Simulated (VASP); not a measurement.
Here is the system:

```
ZrC
1.0
    0.00000     2.32284     2.32284
    2.32284     0.00000     2.32284
    2.32284     2.32284     0.00000
Zr C
1 1
Cartesian
  0.00000   0.00000   0.00000
  2.32284   2.32284   2.32284
```

Method: LDA (Ceperley-Alder, Perdew-Zunger), VASP's LDA PAW potentials (set 64) (plane waves; VASP). Run with 520 eV cut-off, 12×12×12 Γ-centred mesh, first-order Methfessel-Paxton smearing of 0.10 eV, potentials Zr_sv C.

What does the run give for the energy per atom (σ→0), band gap (on the k-mesh) with the smallest direct gap where there is one?

```json
{
 "band gap (on the k-mesh)": "none (metal, semimetal or under 0.01 eV)",
 "energy per atom (σ→0)": "-10638 meV/atom"
}
```

Total energies compare only between runs with the same potentials, cut-off and functional.

The compound is ZrC in the rock salt structure. It was relaxed first. The start is the result of an earlier pass.
